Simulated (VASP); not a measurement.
Given:

```yaml
crystal:
  lattice:
    - [1.72666, -2.99067, 0.00000]
    - [1.72666, 2.99067, 0.00000]
    - [0.00000, 0.00000, 5.29992]
  atoms:
    - { symbol: Hf, position: [0.00000, 0.00000, 0.00000] }
    - { symbol: S, position: [0.33333, 0.66667, 0.27848] }
    - { symbol: S, position: [0.66667, 0.33333, 0.72152] }
```

The numbers are results of PBEsol GGA, VASP's PBE PAW potentials (set 64) (plane waves; VASP), not measurements. Numerical set-up: 480 eV cut-off, 8×8×4 Γ-centred mesh, Gaussian smearing of 0.050 eV, potentials Hf_pv S.

Without a dispersion term in the relaxation, distances and binding between the weakly bound layers, chains or molecules are unreliable, and so is what depends on them. Unless said otherwise, spin-orbit coupling is left out, though it shifts the bands of the heavy elements here.

What does the run give for the energy per atom (σ→0), pressure, band gap (on the k-mesh) with the smallest direct gap where there is one?

```json
{
 "band gap (on the k-mesh)": "none (metal, semimetal or under 0.01 eV)",
 "energy per atom (σ→0)": "-7934 meV/atom",
 "pressure": "9.99 GPa"
}
```

The absolute energy has meaning only against runs of the same code, potentials and settings.

The compound is HfS2 in the 1T layered structure. It was relaxed first under an external pressure of 10 GPa.
